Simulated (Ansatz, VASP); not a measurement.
## Cross-check of Ti29Si56O74 (amorphous TiO2 against Si(100), 9.1 A) between VASP and Ansatz

Aim: how closely do two programs agree when they are given the same cell, functional and k mesh? The cell is taken from a series of runs on this material, whose earlier steps may have relaxed, scaled, displaced or heated it; both programs get it as it stands.

Program: Ansatz 0.2.0. Level of theory: plane waves, with VASP 6.6.1 beside it; PBE. Results are calculated unless marked as measured.

### Step 1. The structure

The cell holds 159 atoms: 56 Si, 29 Ti and 74 O. Its edges and angles: a = 10.900 Å, b = 10.900 Å, c = 20.094 Å, α = 90.0°, β = 90.0°, γ = 90.0°. It derives from Si (7 planes of diamond Si(100)). A slab of 7 planes of diamond Si(100) (starting lattice constant a = 5.45 A), 10.90 x 10.90 A in plane. 103 atoms (29 Ti, 74 O) packed at random between the slab and its periodic image at 3.55 g/cm^3 (a layer of 10.1 A) and pushed apart as soft spheres. Langevin MD at fixed cell with the MACE-MP-0b2 small potential (Batatia et al., arXiv:2401.00096), steps of 2 fs: 0.84 ps at 2800 K with the crystal held, 2800 to 800 K in 2.4 ps with the crystal held, 800 to 300 K in 1.2 ps with its inner planes held; soft walls kept the melt out of the crystal while it was held. Then all atoms and the cell's height relaxed. The structure's axis is c.

### Step 2. VASP: single point, PBE

With cell and atoms fixed, the geometry can't cause a difference; cores, projectors, grids and the points listed under the comparison can.

Lines of VASP's logs that name or quote its potential files are left out, and so is its time.

File INCAR:

```
SYSTEM = Ti29Si56O74
PREC = Accurate
ENCUT = 600
EDIFF = 1E-06
NELM = 120
ISMEAR = -1
SIGMA = 0.025
LREAL = Auto
ALGO = Normal
GGA = PE
NBANDS = 619
LASPH = .TRUE.
LORBIT = 11
LWAVE = .FALSE.
LCHARG = .FALSE.
ISIF = 2
GGA_COMPAT = .FALSE.
```

File POSCAR:

```
Ti29Si56O74
1.0
   10.9000000000      0.0000000000      0.0000000000
    0.0000000000     10.9000000000      0.0000000000
    0.0000000000      0.0000000000     20.0943900000
Si Ti O
56 29 74
Direct
    0.9941000000      0.9958400000      0.2501700000
    0.0576400000      0.1337400000      0.0101100000
    0.0119900000      0.2348600000      0.1154100000
    0.1365600000      0.3756900000      0.1769800000
    0.2542900000      0.9791000000      0.1239100000
    0.3750200000      0.1246800000      0.1792600000
    0.2557900000      0.2495300000      0.2474300000
    0.3776400000      0.4046100000      0.0375700000
    0.1253300000      0.1256000000      0.3119800000
    0.9900500000      0.2400200000      0.3775700000
    0.1032200000      0.3612000000      0.4490400000
    0.2550500000      0.0153800000      0.3854900000
    0.3508300000      0.1661600000      0.4545000000
    0.3860400000      0.3638300000      0.3187200000
    0.0048400000      0.4924800000      0.2473900000
    0.1951400000      0.6777900000      0.0521900000
    0.0122700000      0.7309700000      0.1066000000
    0.1139000000      0.8646100000      0.1836100000
    0.2654600000      0.5164200000      0.1186400000
    0.3846400000      0.6290200000      0.1913900000
    0.2526300000      0.7520300000      0.2529900000
    0.3696000000      0.8707400000      0.0461900000
    0.1322600000      0.6176200000      0.3154400000
    0.0156700000      0.7491100000      0.3830600000
    0.1212800000      0.8956400000      0.4486600000
    0.2399600000      0.4706900000      0.3798100000
    0.4395100000      0.6126700000      0.4645400000
    0.3736200000      0.8801200000      0.3209500000
    0.5026800000      0.0030600000      0.2528000000
    0.5716900000      0.0986300000      0.0412800000
[... 123 atom lines left out ...]
    0.5359100000      0.7515500000      0.6389100000
    0.7875400000      0.3714600000      0.5092800000
    0.5742000000      0.3245600000      0.5407300000
    0.6854500000      0.4540100000      0.9078900000
    0.0273800000      0.4945300000      0.4635100000
    0.0791600000      0.8211300000      0.9059800000
```

File KPOINTS:

```
Automatic mesh
0
Gamma
1 1 1
0 0 0
```

PAW data sets: Si, Ti_sv and O (PBE family, release 64).

Started as:

```bash
$ export OMP_NUM_THREADS=3
$ mpirun -np 1 vasp_gam
```

Numbers of over 12 decimals in the logs are rounded to 6 here.

Output:

```text
[banner, memory and clock lines left out]
running    1 mpi-ranks, on    1 nodes
[...]
Offloading initialized ...    1 GPUs detected
[...]
LDA part: xc-table for (Slater+PW92), standard interpolation
 POSCAR, INCAR and KPOINTS ok, starting setup
[...]
entering main loop
       N       E                     dE             d eps       ncg     rms          rms(c)
DAV:   1     0.160832334582E+05    0.16083E+05   -0.58683E+05  1238   0.199E+03
DAV:   2     0.208505695222E+04   -0.13998E+05   -0.13306E+05  1254   0.554E+02
DAV:   3    -0.112223187672E+04   -0.32073E+04   -0.30559E+04  1558   0.237E+02
DAV:   4    -0.144752247394E+04   -0.32529E+03   -0.32284E+03  1692   0.819E+01
[...]
DAV:  27    -0.120281542525E+04   -0.36442E-05   -0.33175E-05  1812   0.124E-02    0.137E-02
DAV:  28    -0.120281542671E+04   -0.14571E-05   -0.98912E-06  1532   0.726E-03    0.878E-03
DAV:  29    -0.120281542686E+04   -0.14975E-06   -0.38279E-06  1220   0.570E-03
   1 F= -.12028154E+04 E0= -.12027895E+04  d E =-.518552E-01
```

From OUTCAR (step 2):

```text
  FREE ENERGIE OF THE ION-ELECTRON SYSTEM (eV)
  ---------------------------------------------------
  free  energy   TOTEN  =     -1202.8154268567 eV

  energy  without entropy=    -1202.7635716203  energy(sigma->0) =    -1202.78949924
```

This run has no spin polarisation, so a moment on Ti, if there is one, isn't seen.

### Step 3. Ansatz: single point, PBE

Ansatz runs on its default PAW (the set named soft_2) files.

The same cell, functional, mesh and smearing now go to Ansatz, which takes its cutoff from its data sets.

File input.yaml:

```yaml
crystal:
  lattice:
    - [10.9, 0.0, 0.0]
    - [0.0, 10.9, 0.0]
    - [0.0, 0.0, 20.09439]
  atoms:
    - { symbol: Si, position: [0.9941, 0.99584, 0.25017] }
    - { symbol: Si, position: [0.05764, 0.13374, 0.01011] }
    - { symbol: Si, position: [0.01199, 0.23486, 0.11541] }
    - { symbol: Si, position: [0.13656, 0.37569, 0.17698] }
    - { symbol: Si, position: [0.25429, 0.9791, 0.12391] }
    - { symbol: Si, position: [0.37502, 0.12468, 0.17926] }
    - { symbol: Si, position: [0.25579, 0.24953, 0.24743] }
    - { symbol: Si, position: [0.37764, 0.40461, 0.03757] }
    - { symbol: Si, position: [0.12533, 0.1256, 0.31198] }
    - { symbol: Si, position: [0.99005, 0.24002, 0.37757] }
    - { symbol: Si, position: [0.10322, 0.3612, 0.44904] }
    - { symbol: Si, position: [0.25505, 0.01538, 0.38549] }
    - { symbol: Si, position: [0.35083, 0.16616, 0.4545] }
    - { symbol: Si, position: [0.38604, 0.36383, 0.31872] }
    - { symbol: Si, position: [0.00484, 0.49248, 0.24739] }
    - { symbol: Si, position: [0.19514, 0.67779, 0.05219] }
    - { symbol: Si, position: [0.01227, 0.73097, 0.1066] }
    - { symbol: Si, position: [0.1139, 0.86461, 0.18361] }
    - { symbol: Si, position: [0.26546, 0.51642, 0.11864] }
    - { symbol: Si, position: [0.38464, 0.62902, 0.19139] }
    - { symbol: Si, position: [0.25263, 0.75203, 0.25299] }
    - { symbol: Si, position: [0.3696, 0.87074, 0.04619] }
    - { symbol: Si, position: [0.13226, 0.61762, 0.31544] }
    - { symbol: Si, position: [0.01567, 0.74911, 0.38306] }
    - { symbol: Si, position: [0.12128, 0.89564, 0.44866] }
    - { symbol: Si, position: [0.23996, 0.47069, 0.37981] }
    - { symbol: Si, position: [0.43951, 0.61267, 0.46454] }
    - { symbol: Si, position: [0.37362, 0.88012, 0.32095] }
    - { symbol: Si, position: [0.50268, 0.00306, 0.2528] }
    - { symbol: Si, position: [0.57169, 0.09863, 0.04128] }
[... 123 atom lines left out ...]
    - { symbol: O, position: [0.53591, 0.75155, 0.63891] }
    - { symbol: O, position: [0.78754, 0.37146, 0.50928] }
    - { symbol: O, position: [0.5742, 0.32456, 0.54073] }
    - { symbol: O, position: [0.68545, 0.45401, 0.90789] }
    - { symbol: O, position: [0.02738, 0.49453, 0.46351] }
    - { symbol: O, position: [0.07916, 0.82113, 0.90598] }
kpoints:
  mp_grid: { grid: [1, 1, 1] }
hamiltonian:
  xc: pbe
scf:
  occupations: { method: fermi_dirac, width: 0.025 }
output:
  forces: true
  stress: true
  populations: true
  dos:
    method: { smearing: { sigma: 0.08 } }
    de: 0.05
    projected:
      site_lists:
        layer_1: [1, 2, 4, 7, 15, 16, 18, 21, 29, 30, 32, 35, 43, 44, 46, 49, 114, 120, 123, 133, 134]
        layer_2: [0, 3, 5, 6, 14, 17, 19, 20, 28, 31, 33, 34, 42, 45, 47, 48]
        layer_3: [8, 9, 11, 13, 22, 23, 25, 27, 36, 37, 39, 41, 50, 51, 53, 55]
        layer_4: [10, 12, 24, 26, 38, 40, 52, 54, 63, 70, 79, 85, 90, 97, 98, 105, 111, 116, 117, 119, 124, 129, 137, 147, 154, 155, 157]
        layer_5: [56, 62, 67, 72, 73, 74, 78, 87, 89, 95, 102, 103, 115, 118, 121, 135, 136, 143, 146, 148, 151, 152, 153]
        layer_6: [58, 60, 64, 66, 68, 69, 71, 76, 77, 84, 88, 91, 96, 100, 106, 107, 108, 109, 110, 125, 126, 127, 128, 131, 132, 138, 141, 142, 144]
        layer_7: [57, 59, 61, 65, 75, 80, 81, 82, 83, 86, 92, 93, 94, 99, 101, 104, 112, 113, 122, 130, 139, 140, 145, 149, 150, 156, 158]
  eigenvalues: true
  write_density: true
  write_potential: true
  volumetric_format: npy
```

Started as:

```bash
$ ansatz run input.yaml --threads 8 --pin off --max-ram 15872MiB --backend cpu --events-out ev --progress --plain --runs-dir out
```

Output:

```text
Engine: ansatz 0.2.0, aarch64-unknown-linux-gnu
Pseudopotentials: kind: paw
Pseudopotential: Si, paw, valence charge 4, recommended cutoff 420 eV (normal), Si.paw.azcp
Pseudopotential: Ti, paw, valence charge 12, recommended cutoff 420 eV (normal), Ti.paw.azcp
Pseudopotential: O, paw, valence charge 6, recommended cutoff 420 eV (normal), O.paw.azcp
Functional definition: PBE
  parameter kappa = 0.804
  parameter beta = 0.066725
  exchange = pbe_x(kappa = kappa, mu = beta*pi^2/3)
  correlation = pbe_c(beta = beta)
Crystal: 159 atoms, lattice volume = 2387.414 Å³
Basis set: ecut = 420 eV, 46707 PW (Γ), exchange–correlation on 150×150×270 points (8 copies of the dense FFT grid, shifted against one another)
Bands: 667, of which v1, the nominal top of the filled ones, is band 508 counted from 1 (507 counted from 0)
Symmetry: 1 space group operations
Space group: P1 (ITA 1), of the structure as read, at distance tolerance 1.3e-4 Å
k-points: 1
Non-local potential: Si, projectors of the file, l = 0: 2, l = 1: 2, l = 2: 2
Non-local potential: Ti, projectors of the file, l = 0: 3, l = 1: 2, l = 2: 3, l = 3: 1
Non-local potential: O, projectors of the file, l = 0: 2, l = 1: 2, l = 2: 1
PAW form: soft (Blöchl's): semilocal exchange-correlation on the pseudo side does not see the compensation charge
PAW one-centre angular grid: Si, 110 points (default); XC on 64 Gauss nodes
PAW one-centre angular grid: Ti, 590 points (default); XC on 64 Gauss nodes
PAW one-centre angular grid: O, 110 points (default); XC on 64 Gauss nodes
Initial density: superposition of atomic densities (neutral atoms: chi_scale 0, normalization atom), corrected by the library's trained network
Initial wavefunctions: pseudopotential atomic-orbital guess
Functional: x = pbe(κ = 0.804, μ = 0.219515), c = pbe(β = 0.066725)
SCF iter   1: F=—  HF=-150207.302395 eV  |F-HF|=—  |Δ(HF+E_count)|=         —  Δρ=9.09e-3  dr2=5.08e0  ethr=1.77e-3  ⟨swp⟩=5.0  Hψ=2723  notcnv=0  defer=88
preconditioner: auto → LDOS  [insulator: Δε(μ)=0.206 eV  Ē_g=9.713 eV  σ=0.025 eV  W_gap=0.97  n_scr=518 (ndim 8)  ℏωp=21.3 eV  f_vac=0.049  D(μ)=2.71/eV (n_scr^D=2)  ε∞_Penn≈5.8  β→1.0]
SCF iter   2: F=—  HF=-150207.623245 eV  |F-HF|=—  |Δ(HF+E_count)|=   3.21e-1  Δρ=9.91e-3  dr2=5.91e0  ethr=5.00e-4  ⟨swp⟩=3.0  Hψ=1208  notcnv=0  defer=117
SCF iter   3: F=—  HF=-150206.701634 eV  |F-HF|=—  |Δ(HF+E_count)|=   9.22e-1  Δρ=2.86e-3  dr2=4.22e-1  ethr=5.00e-4  ⟨swp⟩=2.0  Hψ=1134  notcnv=0  defer=114
SCF iter   4: F=—  HF=-150206.697597 eV  |F-HF|=—  |Δ(HF+E_count)|=   4.04e-3  Δρ=2.93e-3  dr2=3.35e-1  ethr=4.15e-5  ⟨swp⟩=6.0  Hψ=1003  notcnv=0  defer=114
SCF iter   5: F=—  HF=-150206.670372 eV  |F-HF|=—  |Δ(HF+E_count)|=   2.72e-2  Δρ=1.67e-3  dr2=1.26e-1  ethr=3.30e-5  ⟨swp⟩=2.0  Hψ=1129  notcnv=0  defer=116
SCF iter   6: F=—  HF=-150206.661205 eV  |F-HF|=—  |Δ(HF+E_count)|=   9.17e-3  Δρ=8.04e-4  dr2=3.45e-2  ethr=1.24e-5  ⟨swp⟩=2.0  Hψ=897  notcnv=0  defer=116
SCF iter   7: F=—  HF=-150206.659062 eV  |F-HF|=—  |Δ(HF+E_count)|=   2.14e-3  Δρ=4.43e-4  dr2=9.64e-3  ethr=3.40e-6  ⟨swp⟩=2.0  Hψ=871  notcnv=0  defer=116
SCF iter   8: F=—  HF=-150206.658627 eV  |F-HF|=—  |Δ(HF+E_count)|=   4.34e-4  Δρ=2.54e-4  dr2=3.11e-3  ethr=9.48e-7  ⟨swp⟩=2.0  Hψ=605  notcnv=0  defer=116
SCF iter   9: F=—  HF=-150206.658479 eV  |F-HF|=—  |Δ(HF+E_count)|=   1.48e-4  Δρ=1.61e-4  dr2=1.30e-3  ethr=3.06e-7  ⟨swp⟩=2.0  Hψ=603  notcnv=0  defer=116
SCF iter  10: F=—  HF=-150206.658460 eV  |F-HF|=—  |Δ(HF+E_count)|=   1.95e-5  Δρ=9.57e-5  dr2=3.88e-4  ethr=1.28e-7  ⟨swp⟩=2.0  Hψ=900  notcnv=0  defer=116
SCF iter  11: F=—  HF=-150206.658431 eV  |F-HF|=—  |Δ(HF+E_count)|=   2.85e-5  Δρ=5.11e-5  dr2=1.11e-4  ethr=3.82e-8  ⟨swp⟩=2.0  Hψ=900  notcnv=0  defer=116
SCF iter  12: F=—  HF=-150206.658399 eV  |F-HF|=—  |Δ(HF+E_count)|=   3.19e-5  Δρ=2.51e-5  dr2=2.74e-5  ethr=1.09e-8  ⟨swp⟩=2.0  Hψ=831  notcnv=0  defer=116
SCF iter  13: F=—  HF=-150206.656362 eV  |F-HF|=—  |Δ(HF+E_count)|=   2.04e-3  Δρ=1.55e-5  dr2=9.58e-6  ethr=2.70e-9  ⟨swp⟩=2.0  Hψ=1172  notcnv=0  defer=117
SCF iter  14: F=—  HF=-150206.656362 eV  |F-HF|=—  |Δ(HF+E_count)|=   2.08e-7  Δρ=1.05e-5  dr2=3.88e-6  ethr=9.43e-10  ⟨swp⟩=2.0  Hψ=871  notcnv=0  defer=117
SCF iter  15: F=—  HF=-150206.656362 eV  |F-HF|=—  |Δ(HF+E_count)|=   2.39e-7  Δρ=6.66e-6  dr2=1.63e-6  ethr=3.82e-10  ⟨swp⟩=2.0  Hψ=944  notcnv=0  defer=117
SCF iter  16: F=—  HF=-150206.656361 eV  |F-HF|=—  |Δ(HF+E_count)|=   1.39e-7  Δρ=3.33e-6  dr2=4.72e-7  ethr=1.61e-10  ⟨swp⟩=2.0  Hψ=869  notcnv=0  defer=117
SCF iter  17: F=—  HF=-150206.656361 eV  |F-HF|=—  |Δ(HF+E_count)|=   2.29e-8  Δρ=2.18e-6  dr2=2.13e-7  ethr=4.64e-11  ⟨swp⟩=2.0  Hψ=870  notcnv=0  defer=117
SCF iter  18: F=-150206.656361 eV  HF=-150206.656361 eV  |F-HF|=5.33e-8  |Δ(HF+E_count)|=   1.25e-8  Δρ=1.18e-6  dr2=6.09e-8  ethr=9.84e-12  ⟨swp⟩=16.0  Hψ=4685  notcnv=0
[...]
--- Löwdin populations: 159 sites ---
  site symbol       q [e]
     0     Si      3.9530
     1     Si      2.6498
     2     Si      4.1001
     3     Si      3.9408
     4     Si      3.8576
     5     Si      3.9719
     6     Si      3.9589
     7     Si      2.9793
     8     Si      3.9613
     9     Si      4.1212
    10     Si      2.9406
    11     Si      4.0986
    12     Si      3.0569
    13     Si      4.0239
    14     Si      3.9611
    15     Si      3.6399
    16     Si      3.4275
    17     Si      4.0413
    18     Si      4.0288
    19     Si      3.9900
    20     Si      3.9327
    21     Si      3.1189
    22     Si      4.0057
    23     Si      4.1034
[...]
151      O      6.6316
   152      O      6.6857
   153      O      6.5833
   154      O      6.6677
   155      O      6.6659
   156      O      6.6611
   157      O      6.7668
   158      O      6.5862
  spilling = 0.006503 (of n_electrons = 1016.000000)
```

In the SCF lines HF is the Harris–Foulkes energy and dr2 the Hartree energy of the density residual, in eV; the loop may stop once dr2 is under the threshold and the program's other checks hold. Hψ counts applications of the Hamiltonian.

### Step 4. Differences

Known differences besides the potentials themselves: the cutoff is 420 eV in Ansatz and 600 eV in VASP (PREC = Accurate, projectors in real space). Total energies have different zeros and are not compared.

Both answers:

```
              quantity  Ansatz   VASP  difference
        pressure (GPa)    0.36   0.50       -0.13
gap on the k mesh (eV)   0.088  0.087      +0.002
```

Forces on 7 of the 159 atoms, those with the largest forces and the largest differences (eV/Å; atoms numbered as in POSCAR):

```
atom          Ansatz x, y, z            VASP x, y, z
Ti57     0.006, 0.001, 0.010     0.133, 0.236, 0.185
Ti66    -0.009, 0.012, 0.009   -0.046, 0.094, -0.048
Ti68   -0.002, -0.003, 0.010     0.130, 0.007, 0.057
Ti76   0.011, -0.008, -0.013    -0.099, 0.086, 0.011
 O90   -0.004, -0.004, 0.000   -0.125, -0.003, 0.000
O102    -0.010, 0.010, 0.003    0.035, -0.125, 0.014
O148  -0.008, -0.004, -0.006  -0.142, -0.242, -0.184
```

The forces differ by 36 meV/Å r.m.s., where the r.m.s. force is 0.006 eV/Å in Ansatz and 0.037 eV/Å in VASP: the atoms lie near their places of rest in Ansatz, so a percentage would say little (all taken over all components). A gap on the mesh is an upper bound, since the band edges may lie between its points.

### Step 5. What came out

* r.m.s. force difference (single point, PBE): 36 meV/Å

The r.m.s. force difference is 36 meV/Å (single point, PBE), beyond the 12 meV/Å picked in this series as the mark of a large difference. What causes the difference of the single point, PBE pair stays open here. How closely two codes agree says nothing of how well the functional describes the real material.

[Lines on the potential files, build, host, timing and source positions are cut from VASP's logs without a mark.]

[Logs are printed without paths, hosts, clocks, repeated set-up lines and the standing remarks that a program may print on its own settings, such as how far it seeks lower states.]

[Hosts, paths, dates, database ids (printed as entryN), source tags and the programs' standing remarks are cut or masked in the printed files.]
